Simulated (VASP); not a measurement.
Level of theory: MS2 meta-GGA, VASP's PBE PAW potentials (set 64) (plane waves; VASP 6.6.1).

VASP input:

**KPOINTS_OPT**
```
k-points along high-symmetry lines
6
Line-mode
Reciprocal
  0.000000   0.000000   0.000000 ! GAMMA
  0.000000   0.500000   0.000000 ! X

  0.000000   0.500000   0.000000 ! X
  0.500000   0.500000   0.000000 ! M

  0.500000   0.500000   0.000000 ! M
  0.000000   0.000000   0.000000 ! GAMMA

  0.000000   0.000000   0.000000 ! GAMMA
  0.000000   0.000000   0.500000 ! Z

  0.000000   0.000000   0.500000 ! Z
  0.000000   0.500000   0.500000 ! R

  0.000000   0.500000   0.500000 ! R
  0.500000   0.500000   0.500000 ! A

  0.500000   0.500000   0.500000 ! A
  0.000000   0.000000   0.500000 ! Z

  0.000000   0.500000   0.000000 ! X
  0.000000   0.500000   0.500000 ! R

  0.500000   0.500000   0.000000 ! M
  0.500000   0.500000   0.500000 ! A
```

INCAR:
```
SYSTEM = SnO
PREC = Accurate
ENCUT = 520
EDIFF = 1E-7
NELM = 100
ALGO = Normal
LREAL = .FALSE.
LASPH = .TRUE.
ISMEAR = -5
METAGGA = MS2
LMIXTAU = .TRUE.
LMAXMIX = 4
LWAVE = .FALSE.
LCHARG = .FALSE.
LORBIT = 11
NEDOS = 601
ISIF = 2
LEFG = .TRUE.
```

### KPOINTS
```
kpoints
0
G
  9 9 7
```

**POSCAR**
```
SnO
1.0
  3.7778593001   0.0000000000   0.0000000000
  0.0000000000   3.7778593001   0.0000000000
  0.0000000000   0.0000000000   4.6802395633
Sn O
2 2
Direct
  0.5000000000   0.0000000000   0.7525767429
  1.0000000000   0.5000000000   0.2474232571
  0.5000000000   0.5000000000   0.0000000000
  1.0000000000   1.0000000000   0.0000000000
```

POTCAR, in this order: Sn_d O (PBE.64 set). Program: vasp_std.

Output

OSZICAR:
```
       N       E                     dE             d eps       ncg     rms          rms(c)
DAV:   1     0.353959141099E+03    0.35396E+03   -0.18896E+04  2920   0.237E+03
DAV:   2     0.283733681534E+01   -0.35112E+03   -0.34587E+03  3048   0.541E+02
DAV:   3    -0.463005004876E+02   -0.49138E+02   -0.48866E+02  3520   0.181E+02
DAV:   4    -0.480716181242E+02   -0.17711E+01   -0.17691E+01  3296   0.382E+01
DAV:   5    -0.481181045593E+02   -0.46486E-01   -0.46478E-01  3744   0.632E+00    0.106E+01
DAV:   6    -0.233540276854E+02    0.24764E+02   -0.23622E+01  4544   0.795E+01    0.520E+00
DAV:   7    -0.208298281641E+02    0.25242E+01   -0.83585E+00  3760   0.291E+01    0.308E+00
DAV:   8    -0.198758072306E+02    0.95402E+00   -0.88533E-01  3768   0.983E+00    0.155E+00
DAV:   9    -0.206805028425E+02   -0.80470E+00   -0.11290E+00  3064   0.124E+01    0.137E+00
DAV:  10    -0.203543228806E+02    0.32618E+00   -0.26653E-01  3016   0.606E+00    0.833E-01
DAV:  11    -0.203207848697E+02    0.33538E-01   -0.45272E-02  3688   0.167E+00    0.436E-01
DAV:  12    -0.203287548861E+02   -0.79700E-02   -0.89075E-02  2896   0.333E+00    0.150E-01
DAV:  13    -0.203391884551E+02   -0.10434E-01   -0.24029E-02  2888   0.144E+00    0.120E-01
DAV:  14    -0.203397698649E+02   -0.58141E-03   -0.10269E-03  3600   0.288E-01    0.111E-01
DAV:  15    -0.203395137165E+02    0.25615E-03   -0.34338E-04  3752   0.216E-01    0.600E-02
DAV:  16    -0.203395633449E+02   -0.49628E-04   -0.37101E-04  3048   0.226E-01    0.191E-02
DAV:  17    -0.203396094111E+02   -0.46066E-04   -0.85148E-05  3040   0.103E-01    0.122E-02
DAV:  18    -0.203396278571E+02   -0.18446E-04   -0.24698E-05  3872   0.400E-02    0.420E-03
DAV:  19    -0.203396284896E+02   -0.63245E-06   -0.79754E-06  2912   0.309E-02    0.540E-03
DAV:  20    -0.203396240506E+02    0.44389E-05   -0.75522E-07  3144   0.100E-02    0.334E-03
DAV:  21    -0.203396195149E+02    0.45358E-05   -0.12789E-06  3024   0.136E-02    0.689E-04
DAV:  22    -0.203396198552E+02   -0.34038E-06   -0.22963E-07  2248   0.576E-03    0.351E-04
DAV:  23    -0.203396197871E+02    0.68104E-07   -0.38287E-08  1896   0.287E-03
   1 F= -.20339620E+02 E0= -.20339620E+02  d E =0.000000E+00
       N       E                     dE             ncg
```

File OUTCAR:
```
------------------------ aborting loop because EDIFF is reached ----------------------------------------
  FORCE on cell =-STRESS in cart. coord.  units (eV):
  Direction    XX          YY          ZZ          XY          YZ          ZX
  --------------------------------------------------------------------------------------
  Total        0.0729451      0.0729451      0.0408732      0.0000000      0.0000000      0.0000000
  in kB        1.7496323      1.7496323      0.9803691      0.0000000      0.0000000      0.0000000
  external PRESSURE =       1.4932112 kB  Pullay stress =       0.0000000 kB
  volume of cell :       66.80
      direct lattice vectors                 reciprocal lattice vectors
     3.777859300  0.000000000  0.000000000     0.264700170  0.000000000  0.000000000
     0.000000000  3.777859300  0.000000000     0.000000000  0.264700170  0.000000000
     0.000000000  0.000000000  4.680239563     0.000000000  0.000000000  0.213664276
 POSITION                                       TOTAL-FORCE (eV/Angst)
 -----------------------------------------------------------------------------------
      1.88893      0.00000      3.52224        -0.000000      0.000000      0.037418
      0.00000      1.88893      1.15800         0.000000      0.000000     -0.037418
      1.88893      1.88893      0.00000         0.000000      0.000000      0.000000
      0.00000      0.00000      0.00000         0.000000      0.000000      0.000000
 -----------------------------------------------------------------------------------
    total drift:                                0.000000      0.000000      0.000000
  FREE ENERGIE OF THE ION-ELECTRON SYSTEM (eV)
  ---------------------------------------------------
  free  energy   TOTEN  =       -20.3396197871 eV

  energy  without entropy=      -20.3396197871  energy(sigma->0) =      -20.33961979

 total charge

# of ion       s       p       d       tot
------------------------------------------
    1        1.286   0.888  10.101  12.274
    2        1.286   0.888  10.101  12.274
    3        1.604   3.458   0.000   5.062
    4        1.604   3.458   0.000   5.062
--------------------------------------------------
tot          5.780   8.692  20.201  34.673

 Electric field gradients after diagonalization (V/A^2)
 (convention: |V_zz| > |V_xx| > |V_yy|)
----------------------------------------------------------------------
 ion       V_xx      V_yy      V_zz     asymmetry (V_yy - V_xx)/ V_zz
----------------------------------------------------------------------
   1      84.454    84.454  -168.909       0.000
   2      84.454    84.454  -168.909       0.000
   3      -2.511    -2.511     5.022       0.000
   4      -2.511    -2.511     5.022       0.000
```
(Selected blocks of OUTCAR.)

For a metal the tetrahedron method with Blöchl corrections gives inexact stress and forces.

The compound is SnO in the litharge structure. It was relaxed first.
